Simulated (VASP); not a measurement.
Data:

```yaml
crystal:
  lattice:
    - [1.82556, -3.16196, 0.00000]
    - [1.82556, 3.16196, 0.00000]
    - [0.00000, 0.00000, 6.04407]
  atoms:
    - { symbol: Sn, position: [0.00000, 0.00000, 0.00000] }
    - { symbol: S, position: [0.33333, 0.66667, 0.24379] }
    - { symbol: S, position: [0.66667, 0.33333, 0.75621] }
```

All values below come from PBEsol GGA with spin-orbit coupling, VASP's PBE PAW potentials (set 64) (plane waves; VASP). Settings: 400 eV cut-off, 8×8×4 Γ-centred mesh, Gaussian smearing of 0.050 eV, potentials Sn_d S.

The path is coarsely sampled, so an indirect gap can come out somewhat too large. Without a dispersion term in the relaxation, distances and binding between the weakly bound layers, chains or molecules are unreliable, and so is what depends on them.

Task: What does the run give for the energy per atom (σ→0), band gap (over mesh and band path) with the smallest direct gap where there is one?

Result: 
The band gap (over mesh and band path) is 1.44 eV and the smallest direct gap (over mesh and band path) comes out as 1.81 eV. The energy per atom (σ→0) is -4.772 eV/atom.

Total energies compare only between runs with the same potentials, cut-off and functional.

The compound is SnS2 in the 1T layered structure. It was relaxed first.
